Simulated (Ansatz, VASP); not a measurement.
## Si in two plane-wave programs

One calculation is typed for both programs; each brings its own data sets. How far apart do they land? Of the first pair: The structure shown is frame 63 of Ansatz's trajectory.

Calculated with Ansatz 0.2.0; plane waves, with VASP 6.6.1 beside it; single point at PBE.

**1. The structure**

The cell holds 76 atoms: 76 Si. Cell: a = 11.660 Å, b = 11.660 Å, c = 11.660 Å, α = 90.0°, β = 90.0°, γ = 90.0°. As first built, before any earlier steps moved the atoms (in the runner's words): 76 atoms (76 Si) placed at random at 2.24 g/cm^3, melted at 2500 K for 10 ps at fixed volume with the modified Tersoff potential (Kumagai, Izumi, Hara and Sakai, Comput. Mater. Sci. 39, 457 (2007)). Quenched from 2500 K to 100 K at 50 K/ps and fixed volume, annealed at 700 K for 50 ps, held 5 ps, then minimised at fixed cell.

**2. Ansatz: dynamics, PBE**

Ansatz runs on its default PAW (the set named soft_2) files.

One frame of this run of dynamics is then solved in both programs, so the motion causes no difference.

input.yaml

```yaml
crystal:
  lattice:
    - [11.6597, 0.0, 0.0]
    - [0.0, 11.6597, 0.0]
    - [0.0, 0.0, 11.6597]
  atoms:
    - { symbol: Si, position: [0.85202, 0.8858, 0.23826] }
    - { symbol: Si, position: [0.79083, 0.18368, 0.2091] }
    - { symbol: Si, position: [0.68373, 0.27191, 0.95416] }
    - { symbol: Si, position: [0.98452, 0.37497, 0.37721] }
    - { symbol: Si, position: [0.89866, 0.82166, 0.05024] }
    - { symbol: Si, position: [0.78322, 0.77888, 0.54401] }
    - { symbol: Si, position: [0.07832, 0.68312, 0.39723] }
    - { symbol: Si, position: [0.2153, 0.88086, 0.96605] }
    - { symbol: Si, position: [0.03884, 0.51787, 0.51288] }
    - { symbol: Si, position: [0.0348, 0.17204, 0.00271] }
    - { symbol: Si, position: [0.72449, 0.69652, 0.87048] }
    - { symbol: Si, position: [0.29861, 0.09381, 0.26478] }
    - { symbol: Si, position: [0.40261, 0.63616, 0.89582] }
    - { symbol: Si, position: [0.85763, 0.68452, 0.71039] }
    - { symbol: Si, position: [0.57104, 0.49904, 0.52895] }
    - { symbol: Si, position: [0.62487, 0.10942, 0.59172] }
    - { symbol: Si, position: [0.49855, 0.57622, 0.18829] }
    - { symbol: Si, position: [0.27192, 0.48469, 0.9319] }
    - { symbol: Si, position: [0.47886, 0.93846, 0.77967] }
    - { symbol: Si, position: [0.45933, 0.99472, 0.5831] }
    - { symbol: Si, position: [0.21641, 0.71469, 0.65792] }
    - { symbol: Si, position: [0.46498, 0.14421, 0.80991] }
    - { symbol: Si, position: [0.80904, 0.96261, 0.93245] }
    - { symbol: Si, position: [0.04228, 0.75951, 0.75956] }
    - { symbol: Si, position: [0.11711, 0.56198, 0.03903] }
    - { symbol: Si, position: [0.80875, 0.38934, 0.26997] }
    - { symbol: Si, position: [0.6314, 0.8766, 0.90256] }
    - { symbol: Si, position: [0.93776, 0.08933, 0.48332] }
    - { symbol: Si, position: [0.49606, 0.87132, 0.42318] }
    - { symbol: Si, position: [0.69463, 0.35674, 0.43927] }
    - { symbol: Si, position: [0.1192, 0.01122, 0.55011] }
    - { symbol: Si, position: [0.26352, 0.80266, 0.16055] }
    - { symbol: Si, position: [0.18688, 0.82965, 0.48688] }
    - { symbol: Si, position: [0.37508, 0.44677, 0.48269] }
    - { symbol: Si, position: [0.22131, 0.50913, 0.60849] }
    - { symbol: Si, position: [0.56705, 0.20222, 0.42171] }
    - { symbol: Si, position: [0.19473, 0.38538, 0.77025] }
    - { symbol: Si, position: [0.60135, 0.70042, 0.49033] }
    - { symbol: Si, position: [0.8713, 0.02579, 0.75133] }
    - { symbol: Si, position: [0.54685, 0.88259, 0.08515] }
    - { symbol: Si, position: [0.29331, 0.11792, 0.56972] }
    - { symbol: Si, position: [0.65217, 0.24985, 0.74863] }
    - { symbol: Si, position: [0.33676, 0.51728, 0.29283] }
    - { symbol: Si, position: [0.06438, 0.74582, 0.96015] }
    - { symbol: Si, position: [0.09576, 0.32884, 0.21099] }
    - { symbol: Si, position: [0.29778, 0.3318, 0.22769] }
    - { symbol: Si, position: [0.8593, 0.22667, 0.73189] }
    - { symbol: Si, position: [0.42695, 0.72402, 0.07743] }
    - { symbol: Si, position: [0.05594, 0.96184, 0.73434] }
    - { symbol: Si, position: [0.80817, 0.5994, 0.25217] }
    - { symbol: Si, position: [0.88471, 0.48607, 0.66301] }
    - { symbol: Si, position: [0.17975, 0.62928, 0.22654] }
    - { symbol: Si, position: [0.93462, 0.06498, 0.28529] }
    - { symbol: Si, position: [0.49468, 0.20108, 0.99857] }
    - { symbol: Si, position: [0.83095, 0.14505, 0.0145] }
    - { symbol: Si, position: [0.99117, 0.375, 0.80633] }
    - { symbol: Si, position: [0.80462, 0.4215, 0.05806] }
    - { symbol: Si, position: [0.27233, 0.19211, 0.76019] }
    - { symbol: Si, position: [0.7852, 0.98448, 0.57281] }
    - { symbol: Si, position: [0.00204, 0.38583, 0.01854] }
    - { symbol: Si, position: [0.586, 0.55457, 0.85806] }
    - { symbol: Si, position: [0.5752, 0.45737, 0.0366] }
    - { symbol: Si, position: [0.6452, 0.88702, 0.26419] }
    - { symbol: Si, position: [0.81258, 0.63463, 0.0458] }
    - { symbol: Si, position: [0.10369, 0.12672, 0.19145] }
    - { symbol: Si, position: [0.87008, 0.28442, 0.53095] }
    - { symbol: Si, position: [0.15736, 0.0637, 0.87732] }
    - { symbol: Si, position: [0.6188, 0.09418, 0.26287] }
    - { symbol: Si, position: [0.36657, 0.24282, 0.42031] }
    - { symbol: Si, position: [0.63289, 0.67817, 0.29262] }
    - { symbol: Si, position: [0.38833, 0.3638, 0.04785] }
    - { symbol: Si, position: [0.8898, 0.74104, 0.37274] }
    - { symbol: Si, position: [0.31149, 0.89816, 0.33642] }
    - { symbol: Si, position: [0.46108, 0.06266, 0.1376] }
    - { symbol: Si, position: [0.66977, 0.44841, 0.70121] }
    - { symbol: Si, position: [0.32818, 0.80442, 0.81206] }
kpoints:
  mp_grid: { grid: [1, 1, 1] }
hamiltonian:
  xc: pbe
scf:
  occupations: { method: fermi_dirac, width: 0.025 }
output:
  forces: true
md:
  timestep: 2.0
  n_steps: 189
  ensemble: nve
  temperature: 900
  initial_velocities: maxwell_boltzmann
  seed: 4238
```

Launch:

```sh
$ ansatz run input.yaml --threads 4 --pin off --max-ram 8192MiB --backend cpu --events-out ev --progress --plain --runs-dir out
```

Numbers of over 12 decimals in the logs are rounded to 6 here.

The log of the run:

```text
Warning: md: disabling space-group detection — thermal motion breaks the input geometry's symmetry, so no spatial operation reduces the k-mesh or symmetrises the density; time reversal is kept, so that k and −k are solved as one point where they differ and the mesh holds both, and exact exchange and, on two spinor components, a DFT+U term hold to it where the run has them: on two components no moment then forms, and  [...]
Engine: ansatz 0.2.0, aarch64-unknown-linux-gnu
Pseudopotentials: kind: paw
Pseudopotential: Si, paw, valence charge 4, recommended cutoff 420 eV (normal), Si.paw.azcp
Functional definition: PBE
  parameter kappa = 0.804
  parameter beta = 0.066725
  exchange = pbe_x(kappa = kappa, mu = beta*pi^2/3)
  correlation = pbe_c(beta = beta)
Crystal: 76 atoms, lattice volume = 1585.120 Å³
Basis set: ecut = 420 eV, 31103 PW (Γ), exchange–correlation on 160×160×160 points (8 copies of the dense FFT grid, shifted against one another)
Bands: 228, of which v1, the nominal top of the filled ones, is band 152 counted from 1 (151 counted from 0)
Symmetry: 1 space group operations
k-points: 1
Non-local potential: Si, projectors of the file, l = 0: 2, l = 1: 2, l = 2: 2
PAW form: soft (Blöchl's): semilocal exchange-correlation on the pseudo side does not see the compensation charge
PAW one-centre angular grid: Si, 110 points (default); XC on 64 Gauss nodes
Initial density: superposition of atomic densities (neutral atoms: chi_scale 0, normalization atom), corrected by the library's trained network
Initial wavefunctions: pseudopotential atomic-orbital guess
Functional: x = pbe(κ = 0.804, μ = 0.219515), c = pbe(β = 0.066725)
SCF iter   1: F=—  HF=-48300.904945 eV  |F-HF|=—  |Δ(HF+E_count)|=         —  Δρ=4.14e-3  dr2=1.08e0  ethr=1.77e-3  ⟨swp⟩=6.0  Hψ=1059  notcnv=0  defer=34
preconditioner: auto → Resta (q_TF=auto, 2.072 Å⁻¹)  ε∞=5.8  [insulator: Δε(μ)=0.114 eV  Ē_g=7.456 eV  σ=0.025 eV  W_gap=0.81  n_scr=250 (ndim 8)  ℏωp=16.3 eV  f_vac=0.002  D(μ)=13.66/eV (n_scr^D=56)  ε∞_Penn≈5.8]
SCF iter   2: F=—  HF=-48300.796899 eV  |F-HF|=—  |Δ(HF+E_count)|=   1.08e-1  Δρ=1.96e-3  dr2=1.22e-1  ethr=3.56e-4  ⟨swp⟩=1.0  Hψ=263  notcnv=0  defer=59
preconditioner: auto → Kerker (q_TF=auto, 2.072 Å⁻¹)  [metal: Δε(μ)=0.046 eV  Ē_g=7.452 eV  σ=0.025 eV  W_gap=0.43  n_scr=250 (ndim 8)  ℏωp=16.3 eV  f_vac=0.002  D(μ)=33.01/eV (n_scr^D=178)]
SCF iter   3: F=—  HF=-48300.785220 eV  |F-HF|=—  |Δ(HF+E_count)|=   1.17e-2  Δρ=8.35e-4  dr2=2.63e-2  ethr=4.02e-5  ⟨swp⟩=3.0  Hψ=269  notcnv=0  defer=67
SCF iter   4: F=—  HF=-48300.785187 eV  |F-HF|=—  |Δ(HF+E_count)|=   3.22e-5  Δρ=1.89e-4  dr2=1.98e-3  ethr=8.64e-6  ⟨swp⟩=3.0  Hψ=312  notcnv=0  defer=67
SCF iter   5: F=—  HF=-48300.785814 eV  |F-HF|=—  |Δ(HF+E_count)|=   6.27e-4  Δρ=6.78e-5  dr2=3.49e-4  ethr=6.52e-7  ⟨swp⟩=2.0  Hψ=246  notcnv=0  defer=67
SCF iter   6: F=—  HF=-48300.785924 eV  |F-HF|=—  |Δ(HF+E_count)|=   1.09e-4  Δρ=2.41e-5  dr2=5.44e-5  ethr=1.15e-7  ⟨swp⟩=2.0  Hψ=241  notcnv=0  defer=67
SCF iter   7: F=—  HF=-48300.786051 eV  |F-HF|=—  |Δ(HF+E_count)|=   1.28e-4  Δρ=9.17e-6  dr2=6.94e-6  ethr=1.79e-8  ⟨swp⟩=2.0  Hψ=308  notcnv=0  defer=67
SCF iter   8: F=—  HF=-48300.786054 eV  |F-HF|=—  |Δ(HF+E_count)|=   3.04e-6  Δρ=3.20e-6  dr2=7.80e-7  ethr=2.28e-9  ⟨swp⟩=3.0  Hψ=314  notcnv=0  defer=67
SCF iter   9: F=—  HF=-48300.786055 eV  |F-HF|=—  |Δ(HF+E_count)|=   3.03e-7  Δρ=1.16e-6  dr2=1.24e-7  ethr=2.56e-10  ⟨swp⟩=2.0  Hψ=244  notcnv=0  defer=67
SCF iter  10: F=-48300.786055 eV  HF=-48300.786055 eV  |F-HF|=2.27e-9  |Δ(HF+E_count)|=   3.32e-8  Δρ=4.25e-7  dr2=1.30e-8  ethr=2.50e-11  ⟨swp⟩=4.0  Hψ=618  notcnv=0
SCF 1 converged in 10 iterations: F = -48300.786055 eV  dr2 = 1.30e-8
  greatest PAW one-centre occupation: 0.665 electrons in one spin orbital (limit 2), on the Si atom at site 44 (counted from 0), in its partial waves of l = 0
md step     0: t =     0.00 fs  T =   900.0 K  F+E_penalty+E_count = -48300.78605481 eV  E_kin = 8.725050 eV  conserved = -48292.06100488 eV  (10 SCF iters)
Initial density: handed on by an earlier stage of this run
Initial wavefunctions: those handed on with the density
iter 1 solved again at ethr=1.66e-5 eV; its pass at ethr=3.10e-3 eV (dr2=5.05e-2 eV) is discarded
SCF iter   1: F=—  HF=-48300.696637 eV  |F-HF|=—  |Δ(HF+E_count)|=         —  Δρ=1.50e-3  dr2=5.42e-2  ethr=1.66e-5  ⟨swp⟩=9.0  Hψ=1194  notcnv=0
[...]
SCF iter   2: F=—  HF=-48296.335337 eV  |F-HF|=—  |Δ(HF+E_count)|=   4.33e-3  Δρ=5.29e-4  dr2=4.05e-3  ethr=6.99e-6  ⟨swp⟩=4.0  Hψ=231  notcnv=0  defer=1
SCF iter   3: F=—  HF=-48296.334688 eV  |F-HF|=—  |Δ(HF+E_count)|=   6.49e-4  Δρ=1.24e-4  dr2=4.74e-4  ethr=1.33e-6  ⟨swp⟩=2.0  Hψ=382  notcnv=0  defer=1
SCF iter   4: F=—  HF=-48296.334680 eV  |F-HF|=—  |Δ(HF+E_count)|=   8.29e-6  Δρ=3.95e-5  dr2=7.60e-5  ethr=1.56e-7  ⟨swp⟩=2.0  Hψ=232  notcnv=0  defer=1
SCF iter   5: F=—  HF=-48296.334645 eV  |F-HF|=—  |Δ(HF+E_count)|=   3.47e-5  Δρ=1.21e-5  dr2=7.59e-6  ethr=2.50e-8  ⟨swp⟩=2.0  Hψ=251  notcnv=0  defer=1
SCF iter   6: F=—  HF=-48296.334723 eV  |F-HF|=—  |Δ(HF+E_count)|=   7.78e-5  Δρ=4.57e-6  dr2=1.55e-6  ethr=2.50e-9  ⟨swp⟩=2.0  Hψ=228  notcnv=0  defer=1
SCF iter   7: F=—  HF=-48296.334723 eV  |F-HF|=—  |Δ(HF+E_count)|=   1.98e-7  Δρ=2.00e-6  dr2=1.71e-7  ethr=5.10e-10  ⟨swp⟩=2.0  Hψ=228  notcnv=0  defer=1
SCF iter   8: F=-48296.334723 eV  HF=-48296.334723 eV  |F-HF|=2.85e-8  |Δ(HF+E_count)|=   1.21e-7  Δρ=8.68e-7  dr2=6.75e-8  ethr=2.50e-11  ⟨swp⟩=4.0  Hψ=671  notcnv=0
SCF 190 converged in 8 iterations: F = -48296.334723 eV  dr2 = 6.75e-8
md step   189: t =   378.00 fs  T =   442.6 K  F+E_penalty+E_count = -48296.33472325 eV  E_kin = 4.290658 eV  conserved = -48292.04406515 eV  (8 SCF iters)
NSCF: frozen V_eff on 1 k-points
the band table was solved once a step of the walk had ended and its energy, with any forces and stress, was formed, with the checks that follow a solve (1055 applications of the Hamiltonian). They found nothing against the state; the energy, forces and stress were not computed again (output.eigenvalues in the input reference)
SCF converged after 8 iterations
Free energy (F): -48296.334723 eV
Harris-Foulkes:  -48296.334723 eV  (|F-HF|=2.85e-8)
Internal energy: -48296.333236 eV  (E = F + TS)
E sigma→0 (E₀):  -48296.333980 eV
Entropy (-TS):   -0.001487 eV (-0.020 meV/atom)
Fermi energy:    5.921135 eV
--- Per-component energies (eV) ---
  E_band       = 267.748963
  E_kinetic    = 3011.299440
  E_local      = -2553.834383  (includes V_loc(G=0)·N_el)
  E_nonlocal   = 1960.312779
  E_hartree    = 773.328021
  E_xc         = -4172.198607
  E_vxc        = -3522.245266  (∫ρ·V_xc dr)
  E_paw        = -38956.438867  (= ΣΔE_a)
  E_vpaw       = -174.440894  (= ΣTr[D̂ρ^β])
  E_aug_tail   = 0.000484  (compensation charges beyond the density's cutoff)
  E_ewald      = -8358.802104
  E_smearing   = -0.001487  (= −TS)
  E_closure    = -0.000000  (closes the sum)
  Σ components = -48296.334723   (vs F -48296.334723, Δ=0.00e0)
--- Forces (eV/Å), atoms counted from 1 ---
  atom   1  Si     0.57135351    -0.68234710     0.15547582
  atom   2  Si     0.75401555    -1.87500413    -0.20103082
  atom   3  Si     0.52617651     0.16587828     0.99323352
  atom   4  Si    -0.30588762     0.38323812    -0.68403456
  atom   5  Si     0.17502689    -0.78889119     0.31504744
  atom   6  Si     0.92739142     0.88871184    -0.38957098
  atom   7  Si    -0.64908828     0.59727325     0.36793969
  atom   8  Si     0.03467722    -0.92891359    -0.20069656
  atom   9  Si     0.42037509     0.52725849     0.39466781
  atom  10  Si    -0.39458434     0.20072230     0.05384664
  atom  11  Si    -0.74802121    -0.20341575     2.05934041
  atom  12  Si    -1.11442294     0.62167749    -0.15793236
  atom  13  Si    -1.23334665    -0.54924694     0.42048684
  atom  14  Si     2.05364547    -0.02636932    -1.44153896
  atom  15  Si     0.43036513    -0.57225494    -0.16724681
  atom  16  Si     0.68623370    -0.91118393     0.27881742
  atom  17  Si     0.93921565     0.02448265    -0.08443236
  atom  18  Si    -0.05209262     1.90532120     0.19630715
  atom  19  Si     0.07230571     0.12792472    -0.13983698
  atom  20  Si    -0.30432020    -0.41587890    -0.90202484
  atom  21  Si     0.00590794     0.19108154     0.87692986
  atom  22  Si     0.13424392     0.80974746     0.56282418
  atom  23  Si    -0.28218009     0.17063162    -1.46876825
  atom  24  Si    -0.17429784     0.23514217    -1.06134146
[...]
atom  69  Si    -0.21005965    -0.50354591     0.47019484
  atom  70  Si    -1.44011651    -0.58548879    -0.45204475
  atom  71  Si    -0.66253948     0.75044936     0.20313869
  atom  72  Si    -0.18961036     0.03733064    -0.36627474
  atom  73  Si     0.35658352     0.12265415     1.26604002
  atom  74  Si    -0.34297649    -0.30575233    -0.49929473
  atom  75  Si    -0.26262002     0.45405937     0.18495968
  atom  76  Si    -0.28118396    -1.22847362     0.69496723
  max |Σ_I F_I| component: 2.41e-5 eV/Å
--- Band table (eV) ---
  k-point 0: bands = [... 148 lower, 5.4340, 5.5390, 5.6439, 5.7661, 6.0771, 6.1548, 6.3584, 6.4270, ... 72 higher]
--- MD trajectory: 189 steps, t = 0.0 → 378.0 fs ---
  final state: T = 442.6 K   F+E_penalty+E_count = -48296.33472325 eV   E_kin = 4.290658 eV
  conserved energy: peak-to-peak 2.859e-2 eV (3.762e-4 eV/atom) over 378.0 fs
```

The column dr2 measures how far the density is from self-consistency, as an energy; F and HF (Harris–Foulkes) agree once it is small.

**3. VASP: single point, PBE, pair 1**

The same cell, functional, mesh and smearing now go to VASP, with its own data sets.

Lines of VASP's logs that name or quote its potential files are left out, and so is its time.

INCAR

```
SYSTEM = Si
PREC = Accurate
ENCUT = 400
EDIFF = 1E-06
NELM = 120
ISMEAR = -1
SIGMA = 0.025
LREAL = Auto
ALGO = Normal
GGA = PE
NBANDS = 208
LORBIT = 11
LWAVE = .FALSE.
LCHARG = .FALSE.
ISIF = 2
LASPH = .TRUE.
GGA_COMPAT = .FALSE.
EFERMI = MIDGAP
NCORE = 2
```

POSCAR

```
Si
1.0
   11.6597000000      0.0000000000      0.0000000000
    0.0000000000     11.6597000000      0.0000000000
    0.0000000000      0.0000000000     11.6597000000
Si
76
Direct
    0.8647992658      0.9078449703      0.2482911224
    0.7856377094      0.2111632375      0.1885897579
    0.7052154001      0.2519533093      0.9087455080
    0.9943909363      0.3688602623      0.4111855365
    0.9048774840      0.8156556344      0.0585606834
    0.7883650523      0.7575838143      0.5416262854
    0.0893848041      0.6554628335      0.3924972341
    0.2261893531      0.8925872878      0.9780354555
    0.0295376382      0.5114282529      0.5264029092
    0.0435602974      0.1870030961      0.0110551729
    0.6993576164      0.6957040061      0.8828614801
    0.2994931259      0.0793502406      0.2965856754
    0.4032007685      0.6278549191      0.9050232853
    0.8366853350      0.6866814755      0.7257991200
    0.5635393707      0.4900040310      0.5265315574
    0.6327521291      0.0866060019      0.5615581876
    0.5229208299      0.5953154884      0.2108887879
    0.2656414831      0.4730481916      0.9430688611
    0.4589654965      0.9383946414      0.7689820493
    0.4591713337      0.9822980008      0.5786769814
    0.1947906035      0.7175055962      0.6634218719
    0.4445997753      0.1388972272      0.8163846411
    0.8070790844      0.9573059341      0.9262588231
    0.0154892493      0.7538187089      0.7742137448
    0.1033302744      0.5681707077      0.0350266302
    0.8414110140      0.3906189696      0.2861994734
    0.6225460346      0.8960865202      0.9118502191
    0.9276396477      0.0715370035      0.4690600959
    0.5265658636      0.8690961174      0.4250709710
    0.7001295059      0.3643575735      0.4376098870
    0.1126101015      0.9885760354      0.5368405705
    0.2757532355      0.8022333336      0.1630573685
    0.2000222990      0.8099093459      0.4747206189
    0.3662272614      0.4487422489      0.4885631706
    0.2143965968      0.4944895666      0.6154189216
    0.5706321775      0.2134360232      0.4156968018
    0.1802705044      0.3779342522      0.7717865811
    0.5997667178      0.6951979897      0.4832885923
    0.8750568196      0.0350352067      0.7579182998
    0.5309055979      0.8970470938      0.0985016767
    0.2910538007      0.1156805064      0.5603832003
    0.6303249655      0.2203144163      0.7174026776
    0.3499661226      0.5338988139      0.3089702136
    0.0753878745      0.7583299742      0.9568856832
    0.1058689332      0.3506865528      0.2444831342
    0.3058054667      0.3563556524      0.2181617023
    0.8606739453      0.2296885855      0.7358422601
    0.4388620633      0.7161933840      0.0769145004
    0.0550185682      0.9605478700      0.7314767961
    0.8258445758      0.6045610093      0.2258805973
    0.8653738947      0.5050215700      0.6686364143
    0.1821487688      0.6259852312      0.2233848212
    0.9245606662      0.0979184713      0.2708302958
    0.5125174747      0.1894817191      0.9764916765
    0.8399358474      0.1430654305      0.0063638001
    0.9658396014      0.3865022256      0.8065301852
    0.7706115938      0.4204482105      0.0306611662
    0.2648181343      0.1900992307      0.7506368088
    0.7904320008      0.9610453099      0.5716442104
    0.9871866343      0.4056965445      0.0179936019
    0.5744401657      0.5332555726      0.8732643207
    0.5731965659      0.4682024409      0.0753021090
    0.6605144215      0.9051176274      0.2507011330
    0.8315136753      0.6236952923      0.0250349494
    0.1007401563      0.1566335326      0.2020549414
    0.8506136522      0.2701870546      0.5395679134
    0.1585804094      0.0637237665      0.8780157294
    0.6096897862      0.1138965840      0.2516960128
    0.3742549122      0.2522277589      0.4164429617
    0.6619981646      0.7065190357      0.2985582819
    0.3987066563      0.3533967426      0.0422480853
    0.9099119188      0.7420431057      0.3585426726
    0.3380018354      0.8845081777      0.3427961268
    0.4531248660      0.0698988825      0.1367187835
    0.6579414565      0.4264946783      0.6981568994
    0.3231386742      0.7912982324      0.8148065559
```

KPOINTS

```
Automatic mesh
0
Gamma
1 1 1
0 0 0
```

PAW data sets: Si (PBE family, release 64).

Launch:

```sh
$ mpirun -np 8 vasp_gam
```

The log of the run:

```text
[banner, memory and clock lines left out]
running    8 mpi-ranks, on    1 nodes
[...]
LDA part: xc-table for (Slater+PW92), standard interpolation
 POSCAR, INCAR and KPOINTS ok, starting setup
[...]
entering main loop
       N       E                     dE             d eps       ncg     rms          rms(c)
DAV:   1     0.126678862942E+04    0.12668E+04   -0.11205E+05   424   0.104E+03
DAV:   2    -0.239553227251E+03   -0.15063E+04   -0.14018E+04   536   0.193E+02
DAV:   3    -0.390940766210E+03   -0.15139E+03   -0.14726E+03   528   0.550E+01
DAV:   4    -0.395248895774E+03   -0.43081E+01   -0.42728E+01   504   0.112E+01
[...]
DAV:  16    -0.387743491846E+03   -0.59020E-05   -0.72014E-06   448   0.442E-03    0.304E-03
DAV:  17    -0.387743493398E+03   -0.15515E-05   -0.74034E-07   336   0.156E-03    0.109E-03
DAV:  18    -0.387743493782E+03   -0.38380E-06   -0.52696E-07   288   0.127E-03
   1 F= -.38774349E+03 E0= -.38774031E+03  d E =-.636846E-02
```

Parts of OUTCAR (step 3):

```text
  FREE ENERGIE OF THE ION-ELECTRON SYSTEM (eV)
  ---------------------------------------------------
  free  energy   TOTEN  =      -387.7434937815 eV

  energy  without entropy=     -387.7371253171  energy(sigma->0) =     -387.74030955
```

The run ends at a pressure of -1.24 GPa, with forces up to 3.4 eV/Å.

[end of part 1 of 2]

[Lines on the potential files, build, host, timing and source positions are cut from VASP's logs without a mark.]

[Logs are printed without paths, hosts, clocks, repeated set-up lines and the standing remarks that a program may print on its own settings, such as how far it seeks lower states.]

[Hosts, paths, dates, database ids (printed as entryN), source tags and the programs' standing remarks are cut or masked in the printed files.]
